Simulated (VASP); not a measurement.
```
Sb
1.0
    3.96277    -2.18380    -0.01572
    3.96277     2.18380    -0.01572
    2.77356     0.00000     3.57493
Sb
2
Cartesian
  2.50803   0.00000   0.83065
  8.19108   0.00000   2.71285
```

Method: optB86b-vdW, VASP's PBE PAW potentials (set 64) (plane waves; VASP). Settings: 520 eV cut-off, 8×8×8 Γ-centred mesh, tetrahedra with Blöchl corrections, potentials Sb.

Task: The job: Sb (a7), 2 atoms, optB86b-vdW, static run, 520 eV, 8×8×8 Γ-centred mesh. Roughly how much core time does it take on a busy server core?

Result: About 50 core-seconds (one run on a shared machine, a rough figure). It had 65 irreducible k-points, 9 bands, up to 1693 plane waves and 11 electronic steps.

The compound is Sb in the a7 structure. It was relaxed first.
